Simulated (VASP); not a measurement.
## Ta (bcc): computed properties

Computed with r2SCAN meta-GGA, VASP's PBE PAW potentials (set 64) (plane waves; VASP).

space group: Im-3m (229)
cell: a = b = c = 3.305 Å, α = β = γ = 90.00°
volume per atom: 18.05 Å^3/atom
band gap (over mesh and band path): none (metal, semimetal or under 0.01 eV)
Hill bulk modulus: 2160 kbar
Hill shear modulus: 77.4 GPa
Poisson's ratio: 0.340
band gap with spin-orbit coupling: none (metallic)
density: 16.64 g/cm³
C11: 292 GPa
C12: 178 GPa
C44: 95.2 GPa

Ta is taken in the cubic space group Im-3m (No. 229), the bcc (W type) structure, Pearson symbol cI2. Lattice parameters: a = b = c = 3.305 Å, α = β = γ = 90.00°. Ta on 2a sees 8 Ta at 2.862 Å and 6 Ta at 3.305 Å. (Neighbours: up to the widest gap in distance over summed covalent radii, below 1.35, at either atom.)
(The calculation used a cell of 1 atom; values per cell refer to that cell.)

Measured: a 3.299 Å at 0 K (computed value off by +0.2 %), as given by Daniel Mejia-Rodriguez et al., Physical Review B (2018), arXiv:1807.09216 [static lattice: zero-point anharmonic expansion removed]. Finite-difference elastic constants of metals are sensitive to mesh and smearing; shear constants can be off by tens of GPa. Unless said otherwise, spin-orbit coupling is left out, though it shifts the bands of the heavy elements here.

The compound is Ta in the bcc structure. It was relaxed first. Symmetry was kept, so distortions that lower it aren't found.
